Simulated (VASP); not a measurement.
# GW-BSE spectrum of WS2 (Tungstenite), part 2 of 4

Aim: the optical spectrum of WS2 (Tungstenite) with the electron-hole interaction. The cell has space group P6_3/mmc. The start is a cell from a database of measured crystal structures.

VASP 6.6.1, plane waves and PAW; the level of theory is named at each step.

So far. Step 2 (Relaxation): At LDA, with these data sets, the largest force is down to 0.0048 eV/Å.

The database entry behind the starting cell differs from later determinations by our own check (an axis about 1.4 % long against later determinations), so it need not match the best structure at ambient conditions.

## (3) Ground state

This step: LDA, no spin polarisation; plane waves and PAW (W_sv_GW, S_GW) (VASP 6.6.1).

The orbitals come from a self-consistent LDA run with a tight EDIFF and a narrow smearing. KPOINTS_OPT adds the bands along a path, which shows whether the mesh holds the band edges.

Contents of INCAR:

```
SYSTEM = WS2
PREC = Accurate
ENCUT = 340
EDIFF = 1E-08
NELM = 100
ISMEAR = 0
SIGMA = 0.01
LREAL = .FALSE.
ALGO = Normal
GGA = CA
NBANDS = 32
LASPH = .TRUE.
LORBIT = 11
LWAVE = .TRUE.
LCHARG = .FALSE.
KPAR = 8
```

Contents of POSCAR:

```
WS2
1.0
    3.1800000000      0.0000000000      0.0000000000
   -1.5900000000      2.7539607840      0.0000000000
    0.0000000000      0.0000000000     12.5000000000
W S
2 4
Direct
    0.3333333333      0.6666666667      0.2500000000
    0.6666666667      0.3333333333      0.7500000000
    0.3333333333      0.6666666667      0.6260344509
    0.6666666667      0.3333333333      0.1260344509
    0.3333333333      0.6666666667      0.8739655491
    0.6666666667      0.3333333333      0.3739655491
```

Contents of KPOINTS:

```
Automatic mesh
0
Gamma
6 6 2
0 0 0
```

Contents of KPOINTS_OPT:

```
Line mode
12
Line-mode
Reciprocal
  0.00000000   0.00000000   0.00000000 GAMMA
  0.50000000   0.00000000   0.00000000 M

  0.50000000   0.00000000   0.00000000 M
  0.33333333   0.33333333   0.00000000 K

  0.33333333   0.33333333   0.00000000 K
  0.00000000   0.00000000   0.00000000 GAMMA

  0.00000000   0.00000000   0.00000000 GAMMA
  0.00000000   0.00000000   0.50000000 A

  0.00000000   0.00000000   0.50000000 A
  0.50000000   0.00000000   0.50000000 L

  0.50000000   0.00000000   0.50000000 L
  0.33333333   0.33333333   0.50000000 H

  0.33333333   0.33333333   0.50000000 H
  0.00000000   0.00000000   0.50000000 A

  0.50000000   0.00000000   0.50000000 L
  0.50000000   0.00000000   0.00000000 M

  0.33333333   0.33333333   0.00000000 K
  0.33333333   0.33333333   0.50000000 H
```

PAW data sets: W_sv_GW and S_GW (LDA family, release 64).

Command:

```bash
mpirun -np 8 vasp_std
```

The program printed:

```text
[banner, memory and clock lines left out]
running    8 mpi-ranks, on    1 nodes
 distrk:  each k-point on    1 cores,    8 groups
 distr:  one band on    1 cores,    1 groups

 POSCAR found type information on POSCAR W S
 POSCAR found :  2 types and       6 ions
 [... a notice as in an earlier step ...]

 LDA part: xc-table for (Slater(with rela. corr.)+CA(PZ))
 , standard interpolation
 POSCAR, INCAR and KPOINTS ok, starting setup
 FFT: planning ... GRIDC
 FFT: planning ... GRID_SOFT
 FFT: planning ... GRID
 WAVECAR not read
 entering main loop
       N       E                     dE             d eps       ncg     rms          rms(c)
DAV:   1     0.342291568351E+03    0.34229E+03   -0.24062E+04  1048   0.109E+03
DAV:   2    -0.364363141901E+02   -0.37873E+03   -0.37214E+03  1192   0.320E+02
DAV:   3    -0.610590602773E+02   -0.24623E+02   -0.24546E+02  1136   0.822E+01
DAV:   4    -0.619547566398E+02   -0.89570E+00   -0.89514E+00  1296   0.157E+01
DAV:   5    -0.619671755239E+02   -0.12419E-01   -0.12416E-01  1176   0.200E+00    0.105E+02
DAV:   6    -0.570139969338E+02    0.49532E+01   -0.27083E+01  1016   0.214E+01    0.981E+01
DAV:   7    -0.573225072150E+02   -0.30851E+00   -0.12103E+01  1096   0.149E+01    0.769E+00
DAV:   8    -0.565000450967E+02    0.82246E+00   -0.35381E+00  1128   0.826E+00    0.146E+00
DAV:   9    -0.565221726868E+02   -0.22128E-01   -0.28550E-01  1152   0.234E+00    0.136E+00
DAV:  10    -0.565195259775E+02    0.26467E-02   -0.14771E-02  1152   0.648E-01    0.696E-01
DAV:  11    -0.565185548369E+02    0.97114E-03   -0.32629E-03  1176   0.270E-01    0.659E-01
DAV:  12    -0.565185540669E+02    0.76999E-06   -0.61082E-04  1160   0.125E-01    0.412E-01
DAV:  13    -0.565185463200E+02    0.77469E-05   -0.61931E-05  1312   0.310E-02    0.132E-01
DAV:  14    -0.565185486716E+02   -0.23516E-05   -0.82257E-06  1160   0.143E-02    0.388E-02
DAV:  15    -0.565185477109E+02    0.96075E-06   -0.59436E-06  1216   0.111E-02    0.127E-02
DAV:  16    -0.565185478632E+02   -0.15236E-06   -0.75812E-07  1112   0.433E-03    0.999E-03
DAV:  17    -0.565185477639E+02    0.99320E-07   -0.13084E-07  1096   0.154E-03    0.260E-03
DAV:  18    -0.565185477628E+02    0.11523E-08   -0.16633E-08   824   0.683E-04
   1 F= -.56518548E+02 E0= -.56518548E+02  d E =-.152254E-66
 Start KPOINTS_OPT (optional k-point list driver)
k-point batch [1-14\108]
       N       E                     dE             ncg
DAV:   1    -0.256467627806E+04   -0.14791E+05     1048
DAV:   2    -0.799334001097E+04   -0.54287E+04     1208
DAV:   3    -0.834226742388E+04   -0.34893E+03     1128
DAV:   4    -0.835671999225E+04   -0.14453E+02     1304
DAV:   5    -0.835695020843E+04   -0.23022E+00     1160
DAV:   6    -0.835695832168E+04   -0.81133E-02     1336
DAV:   7    -0.835695859996E+04   -0.27828E-03     1216
DAV:   8    -0.835695861115E+04   -0.11191E-04     1376
DAV:   9    -0.835695861155E+04   -0.39572E-06     1040
DAV:  10    -0.835695861157E+04   -0.19087E-07      776
DAV:  11    -0.835695861157E+04   -0.50386E-09      752
[...]
k-point batch [99-108\108]
       N       E                     dE             ncg
DAV:   1     0.441965690083E+04   -0.19799E+05      792
DAV:   2     0.911356707283E+03   -0.35083E+04      824
DAV:   3     0.672555715716E+03   -0.23880E+03      824
DAV:   4     0.663947898453E+03   -0.86078E+01      944
DAV:   5     0.663851499994E+03   -0.96398E-01      824
DAV:   6     0.663848601989E+03   -0.28980E-02      952
DAV:   7     0.663848539367E+03   -0.62622E-04      920
DAV:   8     0.663848536574E+03   -0.27935E-05     1000
DAV:   9     0.663848536541E+03   -0.33175E-07      632
DAV:  10     0.663848536539E+03   -0.16271E-08      560
 writing wavefunctions
```

The job ended after 32 s (8 MPI ranks of AMD EPYC 9R14 (Zen 4), shared host; peak memory 1.4 GiB; 3.6 min of CPU time).

From OUTCAR (step 3):

```text
 Found     14 irreducible k-points:

   k-points           NKPTS =     14   k-points in BZ     NKDIM =     14   number of bands    NBANDS=     32

   dimension x,y,z NGX =    20 NGY =   20 NGZ =   80
   dimension x,y,z NGXF=    40 NGYF=   40 NGZF=  160

   ENCUT  =  340.0 eV  24.99 Ry    5.00 a.u.   4.78  4.78 18.79*2*pi/ulx,y,z

   NELECT =      52.0000    total number of electrons

 E-fermi :   7.4218

 k-point     1 :       0.0000    0.0000    0.0000
  band No.  band energies     occupation
    ...
     22       4.9386      2.00000
     23       4.9386      2.00000
     24       5.7542      2.00000
     25       6.1589      2.00000
     26       7.3016      2.00000
     27       9.4905      0.00000
     28       9.4906      0.00000
     29       9.4962      0.00000
     30       9.4965      0.00000
     31       9.6497      0.00000
    ...

 k-point     2 :       0.1667    0.0000    0.0000
  band No.  band energies     occupation
    ...
     22       4.3439      2.00000
     23       4.9659      2.00000
     24       5.8555      2.00000
     25       6.0817      2.00000
     26       6.4714      2.00000
     27       8.8250      0.00000
     28       9.2806      0.00000
     29       9.3141      0.00000
     30       9.4712      0.00000
     31       9.5159      0.00000
    ...

  Total       -4.5999391     -4.5999391     -2.2459777      0.0000000      0.0000000     -0.0000000
  in kB      -67.3236693    -67.3236693    -32.8716227      0.0000000      0.0000000     -0.0000000
  external PRESSURE =     -55.8396538 kB  Pullay stress =       0.0000000 kB

  energy-cutoff  :      340.00
  volume of cell :      109.47
      direct lattice vectors                 reciprocal lattice vectors
     3.180000000  0.000000000  0.000000000     0.314465409  0.181556688  0.000000000
    -1.590000000  2.753960784  0.000000000     0.000000000  0.363113377  0.000000000
     0.000000000  0.000000000 12.500000000     0.000000000  0.000000000  0.080000000

 POSITION                                       TOTAL-FORCE (eV/Angst)
 -----------------------------------------------------------------------------------
     -0.00000      1.83597      3.12500         0.000000      0.000000      0.000000
      1.59000      0.91799      9.37500        -0.000000     -0.000000      0.000000
     -0.00000      1.83597      7.82543         0.000000      0.000000      0.030214
      1.59000      0.91799      1.57543         0.000000     -0.000000      0.030214
     -0.00000      1.83597     10.92457         0.000000      0.000000     -0.030214
      1.59000      0.91799      4.67457         0.000000     -0.000000     -0.030214
 -----------------------------------------------------------------------------------
    total drift:                               -0.000000      0.000000     -0.000000

  FREE ENERGIE OF THE ION-ELECTRON SYSTEM (eV)
  ---------------------------------------------------
  free  energy   TOTEN  =       -56.5185477628 eV

  energy  without entropy=      -56.5185477628  energy(sigma->0) =      -56.51854776

 total charge
# of ion       s       p       d       f       tot
--------------------------------------------------
    1        3.074   6.026   3.096   0.065  12.262
    2        3.074   6.026   3.096   0.065  12.262
    3        1.346   2.314   0.080   0.000   3.740
    4        1.346   2.314   0.080   0.000   3.740
    5        1.346   2.314   0.080   0.000   3.740
    6        1.346   2.314   0.080   0.000   3.740
--------------------------------------------------
tot         11.533  21.309   6.512   0.131  39.485

[... 3 parts as in an earlier step ...]

[... 7 further parts left out ...]
```

This step gave:

| Item | Value |
| --- | --- |
| free energy (TOTEN) | -56.5185 eV |
| Fermi energy | 7.422 eV |
| pressure | -5.584 GPa |
| least gap on mesh and path | 0.9747 eV |
| least direct gap on mesh and path | 1.691 eV |

The highest empty bands on the path are converged less tightly, to about 0.1 eV. The electronic bands at the labelled points (eV, zero at the valence-band top; v1 is the highest filled band, c1 the lowest empty one):

| point | v4 | v3 | v2 | v1 | c1 | c2 | c3 | c4 |
| --- | --- | --- | --- | --- | --- | --- | --- | --- |
| Γ | -2.36 | -1.55 | -1.14 | 0.00 | 2.19 | 2.19 | 2.19 | 2.21 |
| 0.45 of the way | -2.49 | -1.71 | -1.46 | -1.35 | 1.32 | 1.82 | 2.01 | 2.17 |
| M | -2.05 | -1.89 | -1.69 | -1.53 | 2.09 | 2.12 | 2.46 | 2.68 |
| 0.45 of the way | -2.88 | -2.56 | -1.31 | -1.10 | 1.81 | 1.89 | 2.67 | 2.83 |
| K | -2.88 | -2.88 | -0.82 | -0.65 | 1.04 | 1.04 | 2.09 | 3.22 |
| 0.45 of the way | -2.11 | -1.92 | -1.62 | -1.58 | 0.97 | 1.78 | 2.05 | 2.11 |
| Γ | -2.36 | -1.55 | -1.14 | 0.00 | 2.19 | 2.19 | 2.19 | 2.20 |
| 0.45 of the way | -2.37 | -2.03 | -0.76 | -0.06 | 2.19 | 2.19 | 2.19 | 2.19 |
| A | -2.38 | -2.38 | -0.31 | -0.31 | 2.19 | 2.19 | 2.19 | 2.19 |
| 0.45 of the way | -2.21 | -2.21 | -1.35 | -1.35 | 1.70 | 1.70 | 1.91 | 1.91 |
| L | -1.97 | -1.97 | -1.60 | -1.60 | 2.10 | 2.10 | 2.59 | 2.59 |
| 0.55 of the way | -2.80 | -2.80 | -1.12 | -1.12 | 1.71 | 1.71 | 2.75 | 2.75 |
| H | -3.01 | -3.01 | -0.74 | -0.74 | 1.04 | 1.04 | 2.57 | 2.57 |
| 0.55 of the way | -1.94 | -1.94 | -1.49 | -1.49 | 1.37 | 1.37 | 2.01 | 2.01 |
| A | -2.38 | -2.38 | -0.31 | -0.31 | 2.19 | 2.19 | 2.19 | 2.21 |
| jump to L | -1.97 | -1.97 | -1.60 | -1.60 | 2.10 | 2.10 | 2.59 | 2.59 |
| 0.45 of the way | -2.02 | -1.92 | -1.66 | -1.55 | 2.09 | 2.12 | 2.51 | 2.65 |
| M | -2.05 | -1.89 | -1.69 | -1.53 | 2.09 | 2.12 | 2.46 | 2.68 |
| jump to K | -2.88 | -2.88 | -0.82 | -0.65 | 1.04 | 1.04 | 2.09 | 3.22 |
| 0.55 of the way | -2.95 | -2.95 | -0.79 | -0.68 | 1.04 | 1.04 | 2.25 | 2.96 |
| H | -3.01 | -3.01 | -0.74 | -0.74 | 1.04 | 1.04 | 2.57 | 2.57 |

Of the projections kept (W, S), the largest for each band there; the rest of the weight can lie on other orbitals:

| point | v4 | v3 | v2 | v1 | c1 | c2 | c3 | c4 |
| --- | --- | --- | --- | --- | --- | --- | --- | --- |
| Γ | W 0.53 | S 0.96 | W 0.80 | W 0.70 | S 0.51 | S 0.51 | S 0.52 | S 0.52 |
| M | S 0.88 | S 0.87 | W 0.56 | W 0.65 | W 0.96 | W 0.95 | W 0.89 | W 0.92 |
| K | S 0.72 | S 0.72 | W 0.80 | W 0.77 | W 0.94 | W 0.94 | W 0.68 | W 0.65 |
| Γ | W 0.53 | S 0.96 | W 0.80 | W 0.70 | S 0.51 | S 0.51 | S 0.52 | S 0.52 |
| A | W 0.52 | W 0.52 | W 0.65 | W 0.65 | S 0.51 | S 0.51 | S 0.51 | S 0.51 |
| L | S 0.87 | S 0.87 | W 0.61 | W 0.61 | W 0.96 | W 0.96 | W 0.90 | W 0.90 |

The cell has a gap of 0.975 eV on mesh and path and a pressure of -5.6 GPa, which holds the misfit of the given cell and coordinates with this functional, and any error of cutoff, mesh and data sets. Spin-orbit coupling is left out, which can shift or reorder these edges.

## (4) Empty bands

The next step needs empty bands that the ground-state run didn't converge, so the Hamiltonian is diagonalised exactly for NBANDS bands, in a single step. LOPTICS writes the k-derivatives of the orbitals (WAVEDER), which give the long-wavelength limit of the screening.

Contents of INCAR:

```
SYSTEM = WS2
PREC = Accurate
ENCUT = 340
ISMEAR = 0
SIGMA = 0.01
LREAL = .FALSE.
GGA = CA
NBANDS = 256
LASPH = .TRUE.
ALGO = Exact
NELM = 1
LWAVE = .TRUE.
LCHARG = .FALSE.
LOPTICS = .TRUE.
NEDOS = 1000
CSHIFT = 0.1
```

POSCAR is that of step 3.

KPOINTS is that of step 3.

Command:

```bash
mpirun -np 8 vasp_std
```

The program printed:

```text
[banner, memory and clock lines left out]
running    8 mpi-ranks, on    1 nodes
 distrk:  each k-point on    8 cores,    1 groups
 distr:  one band on    1 cores,    8 groups

 POSCAR found type information on POSCAR W S
 POSCAR found :  2 types and       6 ions
 [... a notice as in an earlier step ...]

 LDA part: xc-table for (Slater(with rela. corr.)+CA(PZ))
 , standard interpolation
 found WAVECAR, reading the header
  number of bands has changed, file:    32 present:   256
  trying to continue reading WAVECAR, but it might fail
 POSCAR, INCAR and KPOINTS ok, starting setup
 FFT: planning ... GRIDC
 FFT: planning ... GRID_SOFT
 FFT: planning ... GRID
 reading WAVECAR
 random initialization beyond band           32
 the WAVECAR file was read successfully
 initial charge from wavefunction
 entering main loop
       N       E                     dE             d eps       ncg     rms          rms(c)
DIA:   1    -0.565185477749E+02   -0.56519E+02    0.00000E+00     0   0.000E+00
   1 F= -.56518548E+02 E0= -.56518548E+02  d E =-.341051E-24
 writing wavefunctions
 optical routines
 imaginary and real dielectric function
 recalculating local potential from charge density
 direction            1
 direction            2
 direction            3
```

It took 29 s on 8 MPI ranks; peak memory 1.8 GiB.

From OUTCAR (step 4):

```text
 Found     14 irreducible k-points:

   k-points           NKPTS =     14   k-points in BZ     NKDIM =     14   number of bands    NBANDS=    256

   NELECT =      52.0000    total number of electrons

 E-fermi :   7.3701

 k-point     1 :       0.0000    0.0000    0.0000
  band No.  band energies     occupation
    ...
     22       4.9387      2.00000
     23       4.9387      2.00000
     24       5.7542      2.00000
     25       6.1590      2.00000
     26       7.3017      2.00000
     27       9.4906      0.00000
     28       9.4906      0.00000
     29       9.4963      0.00000
     30       9.4963      0.00000
     31       9.6495      0.00000
    ...

 k-point     2 :       0.1667    0.0000    0.0000
  band No.  band energies     occupation
    ...
     22       4.3440      2.00000
     23       4.9659      2.00000
     24       5.8555      2.00000
     25       6.0817      2.00000
     26       6.4714      2.00000
     27       8.8250      0.00000
     28       9.2807      0.00000
     29       9.3142      0.00000
     30       9.4713      0.00000
     31       9.5160      0.00000
    ...

  Total       -4.6021492     -4.6021492     -2.2521687      0.0000000     -0.0000000      0.0000000
  in kB      -67.3560159    -67.3560159    -32.9622322      0.0000000     -0.0000000      0.0000000
  external PRESSURE =     -55.8914213 kB  Pullay stress =       0.0000000 kB

 POSITION                                       TOTAL-FORCE (eV/Angst)
 -----------------------------------------------------------------------------------
     -0.00000      1.83597      3.12500        -0.000000      0.000000     -0.000000
      1.59000      0.91799      9.37500         0.000000     -0.000000     -0.000000
     -0.00000      1.83597      7.82543         0.000000     -0.000000      0.030181
      1.59000      0.91799      1.57543        -0.000000      0.000000      0.030181
     -0.00000      1.83597     10.92457         0.000000     -0.000000     -0.030181
      1.59000      0.91799      4.67457        -0.000000      0.000000     -0.030181
 -----------------------------------------------------------------------------------
    total drift:                               -0.000000      0.000000     -0.000000

  FREE ENERGIE OF THE ION-ELECTRON SYSTEM (eV)
  ---------------------------------------------------
  free  energy   TOTEN  =       -56.5185477749 eV

  energy  without entropy=      -56.5185477749  energy(sigma->0) =      -56.51854777

 plasma frequency squared (from intraband transitions) (eV^2)
  --------------------------------------------------------------------------------------
       0.000       0.000       0.000
       0.000       0.000       0.000
       0.000       0.000       0.000

[... 8 parts as in an earlier step ...]

[... 5 further parts left out ...]
```

The gap is read on the k-mesh alone, so it is an upper bound where the band edges lie off the mesh.

A gap read on the k-mesh alone can miss the band edges.

Numbers from this step:

- gap on the k-mesh: 0.9747 eV
- least direct gap on the k-mesh: 1.691 eV

WAVECAR now holds 256 bands for 52 electrons. Its independent-particle dielectric tensor has xx, yy, zz = 15.8, 15.8, 9.0 on this mesh, which isn't tested for convergence in mesh or bands and lacks local fields.

(Part 2 of 4 ends here.)

[Lines on the potential files, build, host, timing and source positions are cut from VASP's logs without a mark.]

[Logs are printed without paths, hosts, clocks, repeated set-up lines and the standing remarks that a program may print on its own settings, such as how far it seeks lower states.]

[Hosts, paths, dates, database ids (printed as entryN), source tags and the programs' standing remarks are cut or masked in the printed files.]

[Pressures printed for these runs are not shown converged in the cutoff: they can be off by several GPa and have the wrong sign.]
